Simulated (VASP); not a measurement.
Consider the following.

```
BaO
1.0
    0.00000     2.77738     2.77738
    2.77738     0.00000     2.77738
    2.77738     2.77738     0.00000
Ba O
1 1
Direct
  0.00000   0.00000   0.00000
  0.50000   0.50000   0.50000
```

Computed with AM05 GGA, VASP's PBE PAW potentials (set 64) (plane waves; VASP). Settings: 520 eV cut-off, Gaussian smearing of 0.050 eV, potentials Ba_sv O.

Unless said otherwise, spin-orbit coupling is left out, though it shifts the bands of the heavy elements here.

Q: What does the run give for the band gap (along the path) with the smallest direct gap where there is one?

A: 
```json
{
  "band gap (along the path)": "1.99 eV",
  "smallest direct gap (along the path)": "1.99 eV"
}
```

Only differences to runs with the same potentials and settings are physical.

The compound is BaO in the rock salt structure. It was relaxed first.
